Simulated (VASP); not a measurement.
A cell of As (a7) near equilibrium:

```
CELL_PARAMETERS angstrom
      3.53429    -1.89447    -0.05383
      3.53429     1.89447    -0.05383
      2.56656     0.00000     3.08155
ATOMIC_POSITIONS crystal
  As 0.23050 0.23050 0.23050
  As 0.76950 0.76950 0.76950
```

Calculation: PBEsol GGA, VASP's PBE PAW potentials (set 64) (plane waves; VASP 6.6.1).

```
run               ΔE (meV/atom)    σxx    σyy    σzz  largest shear component, with its sign (GPa)  largest force (eV/Å)
----------------  -------------  -----  -----  -----  --------------------------------------------  --------------------
as it is                    0.0  -0.03   0.00   0.00                                         -0.01                 0.001
after one change            0.6  -0.27  -1.06  -0.90                                         -0.03                 0.008
```
Stress is in GPa, positive when the cell is compressed.

Q: Which change was made?
(A) atom 2 (As) moved by 0.100 Å along z
(B) biaxial strain of -1.0 % in the yz plane with the ions relaxed
(C) atom 1 (As) moved by 0.200 Å along y
(D) biaxial strain of +0.5 % in the yz plane with the ions relaxed

A: D, biaxial strain of +0.5 % in the yz plane with the ions relaxed

The compound is As in the a7 structure.
